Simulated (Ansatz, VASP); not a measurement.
# Ga2PtSe2S3 (1T-PtSe2 under alpha-Ga2S3 ferroelectric layer, AC) in two plane-wave programs

Aim: how closely do two programs agree when they are given the same cell, functional and k mesh? The structure shown is the start of the Ansatz relaxation below; VASP solves that cell, so the two are compared at the walk's first step.

Main program and level: Ansatz 0.2.0; plane waves, with VASP 6.6.1 beside it; single point at PBE with D3(BJ).

**1. Set-up**

The cell holds 8 atoms: 2 Se, 1 Pt, 3 S and 2 Ga. Its edges and angles: a = 3.700 Å, b = 3.700 Å, c = 54.022 Å, α = 90.0°, β = 90.0°, γ = 120.0°. Vacuum lies along c.

**2. Ansatz: relaxation, PBE with D3(BJ)**

Ansatz runs on its default PAW (the set named soft_2) files.

The two programs are compared at the cell with which this relaxation starts, whose forces are those of its first step.

The input, input.yaml:

```yaml
crystal:
  lattice:
    - [3.7, 0.0, 0.0]
    - [-1.85, 3.204293994, 0.0]
    - [0.0, 0.0, 54.0220032814]
  atoms:
    - { symbol: Se, position: [0.6666666667, 0.3333333333, 0.3933582376] }
    - { symbol: Pt, position: [0.0, 0.0, 0.4143470723] }
    - { symbol: Se, position: [0.3333333333, 0.6666666667, 0.435335907] }
    - { symbol: S, position: [0.6666666667, 0.3333333333, 0.4917943834] }
    - { symbol: Ga, position: [0.0, 0.0, 0.5126655943] }
    - { symbol: S, position: [0.0, 0.0, 0.5546855095] }
    - { symbol: Ga, position: [0.3333333333, 0.6666666667, 0.5835030426] }
    - { symbol: S, position: [0.6666666667, 0.3333333333, 0.6066417624] }
  periodic: [true, true, false]
kpoints:
  mp_grid: { grid: [12, 12, 1] }
hamiltonian:
  xc: pbe
  dispersion: d3bj
scf:
  occupations: { method: fermi_dirac, width: 0.05 }
  convergence: { dr2_threshold: 1.0e-09 }
relax:
  f_tol: 0.004
  max_steps: 90
  cell: {}
output:
  write_potential: true
  write_density: true
  volumetric_format: npy
```

Run with:

```sh
ansatz run input.yaml --threads 4 --pin off --max-ram 8192MiB --backend cpu --events-out ev --progress --plain --runs-dir out
```

Numbers of over 12 decimals in the logs are rounded to 6 here.

The program printed:

```text
Warning: relax.cell: scf.convergence.dr2_threshold = 1e-9 eV is looser than the 1.72712830094e-10 eV advised for a relaxation that steers and ends on the stress (1e-10 eV for each atom of the cell: 8, times the square of relax.cell.stress_2d_tol = 0.05 N/m over 21.5 Å (the atoms' height at the walk's start and 5 Å past either face), 2.323e-2 GPa, over a crystal's default 0.05). What an SCF threshold leaves in a stress goes as its square root, and in the free energy as the threshold itself, and one threshold admits the most on a small cell: [figures from the program's tests cut] Set scf.convergence.dr2_threshold to 1.72712830094e-10 eV or tighter. [rest of the remark cut]
Engine: ansatz 0.2.0, x86_64-unknown-linux-gnu
Pseudopotentials: kind: paw
Pseudopotential: Se, paw, valence charge 16, recommended cutoff 420 eV (normal), Se.paw.azcp
Pseudopotential: Pt, paw, valence charge 18, recommended cutoff 420 eV (normal), Pt.paw.azcp
Pseudopotential: S, paw, valence charge 6, recommended cutoff 420 eV (normal), S.paw.azcp
Pseudopotential: Ga, paw, valence charge 13, recommended cutoff 420 eV (normal), Ga.paw.azcp
Functional definition: PBE
  parameter kappa = 0.804
  parameter beta = 0.066725
  exchange = pbe_x(kappa = kappa, mu = beta*pi^2/3)
  correlation = pbe_c(beta = beta)
Crystal: 8 atoms, lattice volume = 640.479 Å³
Basis set: ecut = 420 eV, 12541 PW (Γ), exchange–correlation on 50×50×750 points (8 copies of the dense FFT grid, shifted against one another)
Bands: 57, of which v1, the nominal top of the filled ones, is band 47 counted from 1 (46 counted from 0)
Symmetry: 6 space group operations
Space group: P3m1 (ITA 156), of the structure as read, at distance tolerance 8.6e-5 Å
k-points: 19 of 144 (time reversal used)
Non-local potential: Se, projectors of the file, l = 0: 2, l = 1: 2, l = 2: 3, l = 3: 1
Non-local potential: Pt, projectors of the file, l = 0: 3, l = 1: 2, l = 2: 2, l = 3: 1
Non-local potential: S, projectors of the file, l = 0: 2, l = 1: 2, l = 2: 2
Non-local potential: Ga, projectors of the file, l = 0: 2, l = 1: 2, l = 2: 3, l = 3: 1
PAW form: soft (Blöchl's): semilocal exchange-correlation on the pseudo side does not see the compensation charge
PAW one-centre angular grid: Se, 590 points (default); XC on 64 Gauss nodes
PAW one-centre angular grid: Pt, 590 points (default); XC on 64 Gauss nodes
PAW one-centre angular grid: S, 110 points (default); XC on 64 Gauss nodes
PAW one-centre angular grid: Ga, 590 points (default); XC on 64 Gauss nodes
Initial density: superposition of atomic densities (neutral atoms: chi_scale 0, normalization atom), corrected by the library's trained network
Initial wavefunctions: pseudopotential atomic-orbital guess
Functional: x = pbe(κ = 0.804, μ = 0.219515), c = pbe(β = 0.066725)
SCF iter   1: F=—  HF=-33739.234198 eV  |F-HF|=—  |Δ(HF+E_count)|=         —  Δρ=1.35e-3  dr2=3.86e-2  ethr=1.77e-3  ⟨swp⟩=15.2  Hψ=6920  notcnv=0  defer=22
preconditioner: auto → Resta (q_TF=auto, 1.982 Å⁻¹)  ε∞=1.9  [insulator: Δε(μ)=1.218 eV  Ē_g=12.371 eV  σ=0.050 eV  W_gap=1.00  n_scr=64 (ndim 8)  ℏωp=11.9 eV  f_vac=0.722  D(μ)=0.00/eV (n_scr^D=0)  ε∞_Penn≈1.9  vacuum switching on, ρ_ref=1.1e-2 e/Å³]
SCF iter   2: F=—  HF=-33739.241528 eV  |F-HF|=—  |Δ(HF+E_count)|=   7.33e-3  Δρ=1.09e-3  dr2=9.63e-2  ethr=4.11e-5  ⟨swp⟩=3.8  Hψ=2726  notcnv=0  defer=74
SCF iter   3: F=—  HF=-33739.233621 eV  |F-HF|=—  |Δ(HF+E_count)|=   7.91e-3  Δρ=4.86e-4  dr2=8.21e-3  ethr=4.11e-5  ⟨swp⟩=3.1  Hψ=1389  notcnv=0  defer=74
SCF iter   4: F=—  HF=-33739.233320 eV  |F-HF|=—  |Δ(HF+E_count)|=   3.00e-4  Δρ=2.43e-4  dr2=1.20e-3  ethr=8.73e-6  ⟨swp⟩=2.4  Hψ=1585  notcnv=0  defer=67
SCF iter   5: F=—  HF=-33739.233329 eV  |F-HF|=—  |Δ(HF+E_count)|=   8.08e-6  Δρ=1.01e-4  dr2=1.79e-4  ethr=1.28e-6  ⟨swp⟩=3.1  Hψ=1837  notcnv=0  defer=67
SCF iter   6: F=—  HF=-33739.233350 eV  |F-HF|=—  |Δ(HF+E_count)|=   2.14e-5  Δρ=6.39e-5  dr2=4.60e-5  ethr=1.91e-7  ⟨swp⟩=2.6  Hψ=1543  notcnv=0  defer=67
SCF iter   7: F=—  HF=-33739.233332 eV  |F-HF|=—  |Δ(HF+E_count)|=   1.77e-5  Δρ=3.28e-5  dr2=4.23e-6  ethr=4.89e-8  ⟨swp⟩=3.0  Hψ=1936  notcnv=0  defer=67
SCF iter   8: F=—  HF=-33739.233280 eV  |F-HF|=—  |Δ(HF+E_count)|=   5.22e-5  Δρ=1.51e-5  dr2=1.05e-6  ethr=4.50e-9  ⟨swp⟩=3.1  Hψ=2232  notcnv=0  defer=67
[...]
SCF iter   1: F=—  HF=-33739.909968 eV  |F-HF|=—  |Δ(HF+E_count)|=         —  Δρ=1.47e-5  dr2=5.19e-6  ethr=5.53e-9  ⟨swp⟩=3.7  Hψ=5282  notcnv=0
preconditioner: auto → Resta (q_TF=auto, 1.990 Å⁻¹)  ε∞=2.0  [insulator: Δε(μ)=1.407 eV  Ē_g=12.338 eV  σ=0.050 eV  W_gap=1.00  n_scr=52 (ndim 8)  ℏωp=12.1 eV  f_vac=0.722  D(μ)=0.00/eV (n_scr^D=0)  ε∞_Penn≈2.0  vacuum switching on, ρ_ref=1.1e-2 e/Å³]
SCF iter   2: F=—  HF=-33739.909987 eV  |F-HF|=—  |Δ(HF+E_count)|=   1.88e-5  Δρ=1.30e-5  dr2=1.12e-5  ethr=5.52e-9  ⟨swp⟩=2.5  Hψ=1496  notcnv=0
[...]
SCF iter   6: F=—  HF=-33739.909986 eV  |F-HF|=—  |Δ(HF+E_count)|=   4.47e-9  Δρ=4.79e-7  dr2=2.69e-9  ethr=8.45e-11  ⟨swp⟩=2.3  Hψ=1429  notcnv=0
SCF iter   7: F=-33739.909986 eV  HF=-33739.909986 eV  |F-HF|=1.31e-10  |Δ(HF+E_count)|=   1.63e-9  Δρ=2.63e-7  dr2=3.19e-10  ethr=1.06e-12  ⟨swp⟩=11.6  Hψ=8147  notcnv=0
SCF 7 converged in 7 iterations: F = -33739.909986 eV  dr2 = 3.19e-10
relax step   7: F+E_penalty+E_count = -33739.90998601 eV  Δ(F+E_penalty+E_count) = -7.460e-6 eV  max|allowed force component| = 2.052e-3 eV/Å  Δτ_max = 0.0003 Å  P = +0.001 N/m  Ω = 624.225 Å³  energy of the carried Pulay correction = +8.535e-4 eV  fix = [c, alpha, beta]  reactions: c +0.000 N/m  (7 SCF iters, accepted)
Initial wavefunctions: pseudopotential atomic-orbital guess (no wavefunctions were taken with the density)
iter 1 solved again at ethr=3.24e-7 eV; its pass at ethr=3.10e-3 eV (dr2=3.05e-4 eV) is discarded
SCF iter   1: F=—  HF=-33739.909169 eV  |F-HF|=—  |Δ(HF+E_count)|=         —  Δρ=1.85e-5  dr2=5.15e-7  ethr=3.24e-7  ⟨swp⟩=5.6  Hψ=11378  notcnv=0
SCF iter   2: F=—  HF=-33739.909142 eV  |F-HF|=—  |Δ(HF+E_count)|=   2.65e-5  Δρ=1.18e-5  dr2=2.83e-7  ethr=5.48e-10  ⟨swp⟩=4.1  Hψ=3262  notcnv=0
SCF iter   3: F=—  HF=-33739.909142 eV  |F-HF|=—  |Δ(HF+E_count)|=   1.24e-7  Δρ=2.11e-6  dr2=1.27e-7  ethr=3.01e-10  ⟨swp⟩=2.3  Hψ=1958  notcnv=0
SCF iter   4: F=—  HF=-33739.909142 eV  |F-HF|=—  |Δ(HF+E_count)|=   6.14e-9  Δρ=1.74e-6  dr2=2.09e-7  ethr=1.35e-10  ⟨swp⟩=3.0  Hψ=2166  notcnv=0
SCF iter   5: F=—  HF=-33739.909142 eV  |F-HF|=—  |Δ(HF+E_count)|=   1.76e-8  Δρ=6.57e-7  dr2=1.49e-8  ethr=1.35e-10  ⟨swp⟩=2.0  Hψ=1176  notcnv=0
SCF iter   6: F=—  HF=-33739.909142 eV  |F-HF|=—  |Δ(HF+E_count)|=   1.42e-9  Δρ=3.52e-7  dr2=1.78e-9  ethr=1.59e-11  ⟨swp⟩=2.6  Hψ=1645  notcnv=0
SCF iter   7: F=-33739.909142 eV  HF=-33739.909142 eV  |F-HF|=3.35e-10  |Δ(HF+E_count)|=  3.86e-10  Δρ=1.63e-7  dr2=1.05e-10  ethr=1.06e-12  ⟨swp⟩=16.5  Hψ=8220  notcnv=0
SCF 8 converged in 7 iterations: F = -33739.909142 eV  dr2 = 1.05e-10
relax step   8: F+E_penalty+E_count = -33739.90914247 eV  Δ(F+E_penalty+E_count) = +8.435e-4 eV  max|allowed force component| = 2.029e-3 eV/Å  Δτ_max = 0.0000 Å  P = +0.001 N/m  Ω = 624.225 Å³  fix = [c, alpha, beta]  reactions: c +0.000 N/m  stress off target by 1.36e-3 N/m on what of the cell is left free  SCF on the basis re-selected at this cell (its energy is not comparable with the rows above)  (7 SCF iters)
basis re-selected at this cell: Δ(F+E_penalty+E_count) = +8.435e-4 eV, ΔP = +0.001 N/m vs the last step (what re-selecting the basis moved, of the pressure what is left beyond the Pulay correction that the steps carried, after the strain that the cell walked since its last selection, with what the two solves' SCF thresholds leave and, on support functions, any second-order correction that the steps lacked; it is no m [...]
SCF converged after 7 iterations
Free energy (F): -33739.909142 eV
Harris-Foulkes:  -33739.909142 eV  (|F-HF|=3.35e-10)
Internal energy: -33739.909142 eV  (E = F + TS)
E sigma→0 (E₀):  -33739.909142 eV
Entropy (-TS):   -0.000000 eV (-0.000 meV/atom)
Fermi energy:    -5.455875 eV
--- Per-component energies (eV) ---
  E_band       = -2569.638425
  E_kinetic    = 1425.125016
  E_local      = -633087.819843  (includes V_loc(G=0)·N_el)
  E_nonlocal   = -49.965309
  E_hartree    = 315360.270179
  E_xc         = -897.757994
  E_vxc        = -875.202801  (∫ρ·V_xc dr)
  E_paw        = -19063.348996  (= ΣΔE_a)
  E_vpaw       = -702.314845  (= ΣTr[D̂ρ^β])
  E_aug_tail   = -0.001202  (compensation charges beyond the density's cutoff)
  E_ewald      = 302576.025158
  E_disp       = -2.436150  (pairwise vdW)
  E_smearing   = -0.000000  (= −TS)
  E_closure    = -0.000000  (closes the sum)
  Σ components = -33739.909142   (vs F -33739.909142, Δ=0.00e0)
--- Forces (eV/Å), atoms counted from 1 ---
  atom   1  Se     0.00000000     0.00000000    -0.00043370
  atom   2  Pt    -0.00000000     0.00000000     0.00012744
  atom   3  Se    -0.00000000    -0.00000000     0.00023502
  atom   4  S     -0.00000000    -0.00000000    -0.00141792
  atom   5  Ga     0.00000000     0.00000000     0.00202950
  atom   6  S      0.00000000    -0.00000000    -0.00105414
  atom   7  Ga     0.00000000    -0.00000000     0.00190640
  atom   8  S      0.00000000     0.00000000    -0.00138993
  max |Σ_I F_I| component: 2.66e-6 eV/Å
--- 2D stress c σ (N/m, compression-positive) ---
        0.001360      -0.000000       0.000000
       -0.000000       0.001360       0.000000
        0.000000       0.000000       0.000000
  P = ½ c Tr σ = 0.0014 N/m
--- Band table (eV; the first three rows and the last of 19) ---
  k-point 0: bands = [... 43 lower, -6.4857, -6.4857, -6.1949, -6.1949, -4.4770, -3.3430, -3.2607, -3.2607, ... 6 higher]
  k-point 1: bands = [... 43 lower, -6.5713, -6.3190, -6.1872, -6.1860, -4.1446, -3.7382, -3.3773, -3.0315, ... 6 higher]
  k-point 2: bands = [... 43 lower, -6.5800, -6.2721, -6.2448, -6.2394, -4.5942, -3.6194, -3.5920, -2.8347, ... 6 higher]
  k-point 18: bands = [... 43 lower, -8.0407, -7.2501, -7.2185, -6.5430, -4.5817, -4.4005, -3.5326, -2.9451, ... 6 higher]
  the weakly bound empty levels are not read free of the cell's end (no_gap_told)
--- Relaxed structure (7 steps of the walk, 7 accepted, 1 SCFs on fresh bases) ---
  F+E_penalty+E_count = -33739.90914247 eV   max|allowed force component| = 2.029e-3 eV/Å   (the final SCF, on the basis selected at the relaxed cell)
  cell:  # Å, volume = 624.2251 Å³
    - [3.652750, 0.0, 0]
    - [-1.826375, 3.163374, 0]
    - [0, 0, 54.0220032814]
  atoms:
    - { symbol: Se, position: [0.666667, 0.333333, 0.390299] }
    - { symbol: Pt, position: [-2.132739699890185e-17, -1.8503717076816665e-17, 0.415480] }
    - { symbol: Se, position: [0.333333, 0.666667, 0.440315] }
    - { symbol: S, position: [0.666667, 0.333333, 0.494005] }
    - { symbol: Ga, position: [-2.2074063260561077e-17, -1.8503717076816684e-17, 0.513107] }
    - { symbol: S, position: [-2.3372176944086454e-17, -1.850371707681668e-17, 0.553926] }
    - { symbol: Ga, position: [0.333333, 0.666667, 0.582146] }
    - { symbol: S, position: [0.666667, 0.333333, 0.603053] }
```

(Continued in part 2 of 2.)

[Lines on the potential files, build, host, timing and source positions are cut from VASP's logs without a mark.]

[Logs are printed without paths, hosts, clocks, repeated set-up lines and the standing remarks that a program may print on its own settings, such as how far it seeks lower states.]

[Hosts, paths, dates, database ids (printed as entryN), source tags and the programs' standing remarks are cut or masked in the printed files.]
